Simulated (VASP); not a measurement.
# Cr2TeSe under changes of volume

One of the cells (21.964 Å³/atom); the others are scaled copies at fixed shape and fractional positions:

```
CELL_PARAMETERS angstrom
3.98762 0.00000 0.00000
-1.99381 3.45338 0.00000
0.00000 0.00000 6.37975
ATOMIC_POSITIONS crystal
Te 0.00000 0.00000 0.50000
Se 0.33333 0.66667 0.00000
Cr 0.66667 0.33333 0.76225
Cr 0.66667 0.33333 0.23775
```

The cell comes from a database or a generator and needn't be the stable form of this composition.

```yaml
Program: VASP 6.6.1
Functional: PBE
Potentials_or_basis: VASP PAW PBE potentials, release 64 (Te, Se, Cr_pv)
Cutoff: 520 eV
k_mesh: 8 × 8 × 4
Occupations: fermi-dirac, width 0.05 eV
Spin: collinear spin, ferromagnetic start
Starting_moments: "[0.0, 0.0, 3.0, 3.0] μB"
```

| volume (Å³/atom) | energy over the lowest point (meV/atom) | pressure (GPa) | moment (μB per cell) | largest force (eV/Å) |
| --- | --- | --- | --- | --- |
| 20.241 | 7.80 | 2.3 | 7.51 | 0.008 |
| 20.672 | 2.39 | 1.3 | 7.67 | 0.007 |
| 21.102 | 0.00 | 0.2 | 7.77 | 0.005 |
| 21.964 | ? | ? | ? | ? |
| 22.394 | 10.14 | -2.8 | 7.95 | 0.002 |
| 22.825 | 19.04 | -3.8 | 7.98 | 0.001 |

What does the run at 21.964 Å³/atom give?

Energy over the lowest point 3.86 meV/atom; pressure -1.8 GPa; moment 7.92 μB per cell; largest force 0.003 eV/Å.

Worked out: A Birch-Murnaghan fit of order 3 (a polynomial in V^(-2/3)) to the other rows has its minimum at 21.24 Å³/atom with B0 = V·E''(V) = 54 GPa (rough, since the energies scatter) at fixed shape and positions, which overstates the stiffness. It gives 3.95 meV/atom at 21.964 Å³/atom, against the run's 3.86, and -dE/dV = -1.8 GPa, against -1.8. A parabola through the other rows of the moment, of slope 0.117 μB per Å³/atom there, gives 7.92 μB, against the run's 7.92.

Energies are extrapolated to zero smearing.

Caveats: only a ferromagnetic start was run, and an antiferromagnetic order may lie lower in energy.
